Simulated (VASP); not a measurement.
Here is a VASP 6.6.1 calculation.

File INCAR:

```
SYSTEM = AlNi
  PREC = Accurate
  ENCUT = 600
  EDIFF = 1E-6
  ISMEAR = 1
  SIGMA = 0.1
  LREAL = .False.
  LASPH = .True.
  NELM = 80
  ALGO = Normal
  ISIF = 3
  LWAVE = .False.
  LCHARG = .False.
  GGA = RP
  IBRION = 2
  NSW = 90
  EDIFFG = -0.01
```

The input KPOINTS:

```
Automatic mesh
0
Gamma
  14 14 14
  0 0 0
```

File POSCAR:

```
AlNi
1.0
    2.8810000000      0.0000000000      0.0000000000
    0.0000000000      2.8810000000      0.0000000000
    0.0000000000      0.0000000000      2.8810000000
Al Ni
1 1
Direct
    0.0000000000      0.0000000000      0.0000000000
    0.5000000000      0.5000000000      0.5000000000
```

Potentials or basis: VASP PAW PBE potentials, release 64 (Al, Ni).

The run is started by

```bash
$ cat potpaw_PBE.64/Al/POTCAR potpaw_PBE.64/Ni/POTCAR > POTCAR
$ mpirun -np 1 vasp_std > vasp.out
```

Q: What does it give for the relaxed volume?

A: 12.40 Å³/atom.

Q: Predict the space group after relaxing (to 0.05 Å).

A: Pm-3m (No. 221).

Q: What does it give for the relaxed cell?

A: a = 2.916 Å, b = 2.916 Å, c = 2.916 Å, α = 90.00°, β = 90.00°, γ = 90.00°.

Q: What does it give for the band gap on the k mesh?

A: None (metal or under the smearing width).

Step by step:
| step | energy change (eV) | largest force (eV/Å) | pressure (GPa) | volume (Å³) |
| --- | --- | --- | --- | --- |
| 1 | 0.0000 | 0.0000 | 5.79 | 23.91 |
| 2 | -0.0077 | 0.0000 | -3.69 | 25.44 |
| 3 | -0.0153 | 0.0000 | 0.03 | 24.79 |

Caveat: the PAW data sets were made with another functional, which shifts forces and pressure a little. Spin polarisation is off, so any magnetic state and its effect on volume and gap are missing.
